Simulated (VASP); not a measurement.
Input:

```
CaSe
1.0
    0.00000     2.93800     2.93800
    2.93800     0.00000     2.93800
    2.93800     2.93800     0.00000
Ca Se
1 1
Direct
  0.00000   0.00000   0.00000
  0.50000   0.50000   0.50000
```

Level of theory: PBEsol GGA, VASP's PBE PAW potentials (set 64) (plane waves; VASP). Settings: 480 eV cut-off, 7×7×7 Γ-centred mesh, Gaussian smearing of 0.050 eV, potentials Ca_sv Se.

**Question.** Estimate the energy per atom (σ→0).

**Answer.** 
energy per atom (σ→0): -5.037 eV/atom

The compound is CaSe in the rock salt structure. It was relaxed first. The start is the result of an earlier pass.
